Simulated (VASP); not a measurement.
Computed with PBE GGA, VASP's PBE PAW potentials (set 64) (plane waves; VASP 6.6.1).

VASP ran on this input.

INCAR:
```
! general
SYSTEM   =  SnSe2
PREC     =  Accurate
ENCUT    =  300
LREAL    =  .FALSE.
LASPH    =  .TRUE.

! electronic loop
EDIFF    =  1E-6
NELM     =  100
ALGO     =  Normal
LMAXMIX  =  4

! smearing
ISMEAR   =  -1
SIGMA    =  0.05

! functional
GGA      =  PE

! ions
ISIF     =  2

! output
LWAVE    =  .FALSE.
LCHARG   =  .FALSE.
```

KPOINTS:
```
Automatic mesh
0
Gamma
7 7 4
0 0 0
```

POSCAR:
```
SnSe2
1.0
  1.9050000000  -3.2995570000   0.0000000000
  1.9050000000   3.2995570000   0.0000000000
  0.0000000000   0.0000000000   6.1400000000
Sn Se
1 2
Cartesian
  0.0000000000   0.0000000000   0.0000000000
  1.9050000000   1.0998545330   1.5350000000
  1.9050000000  -1.0998545330   4.6050000000
```

File KPOINTS_OPT:
```
k-points along high-symmetry lines
6
Line-mode
Reciprocal
  0.000000   0.000000   0.000000 ! GAMMA
  0.500000   0.000000   0.000000 ! M

  0.500000   0.000000   0.000000 ! M
  0.333333   0.333333   0.000000 ! K

  0.333333   0.333333   0.000000 ! K
  0.000000   0.000000   0.000000 ! GAMMA

  0.000000   0.000000   0.000000 ! GAMMA
  0.000000   0.000000   0.500000 ! A

  0.000000   0.000000   0.500000 ! A
  0.500000   0.000000   0.500000 ! L

  0.500000   0.000000   0.500000 ! L
  0.333333   0.333333   0.500000 ! H

  0.333333   0.333333   0.500000 ! H
  0.000000   0.000000   0.500000 ! A

  0.500000   0.000000   0.500000 ! L
  0.500000   0.000000   0.000000 ! M

  0.333333   0.333333   0.500000 ! H
  0.333333   0.333333   0.000000 ! K
```

POTCAR, in this order: Sn_d Se (PBE.64 set). Program: vasp_std.

At this cut-off the stress carries a Pulay error, which pulls relaxed volumes low. The path is coarsely sampled, so an indirect gap can come out somewhat too large. Unless said otherwise, spin-orbit coupling is left out, though it shifts the bands of the heavy elements here.

What does the run give for the energy per atom (σ→0), pressure, largest force, band gap (over mesh and band path)?

| Quantity | Value |
|---|---|
| energy per atom (σ→0) | -3.917 eV/atom |
| band gap (over mesh and band path) | 0.72 eV |
| pressure | 52.2 kbar |
| largest force | 0.01421 Ha/bohr |

OSZICAR:
```
...
DAV:   8    -0.117510441645E+02    0.32250E-03   -0.13325E-02  1195   0.125E+00    0.285E-01
DAV:   9    -0.117515169070E+02   -0.47274E-03   -0.14594E-03  1133   0.283E-01    0.841E-02
DAV:  10    -0.117515247480E+02   -0.78410E-05   -0.11812E-04  1387   0.909E-02    0.324E-02
DAV:  11    -0.117515569522E+02   -0.32204E-04   -0.50109E-05  1082   0.424E-02    0.729E-03
DAV:  12    -0.117515575786E+02   -0.62638E-06   -0.20109E-06  1023   0.113E-02
   1 F= -.11751558E+02 E0= -.11751544E+02  d E =-.269425E-04
       N       E                     dE             ncg
       N       E                     dE             ncg
```

The structure is a typed SnSe2 crystal (P-3m1). The cell was not relaxed at this level.
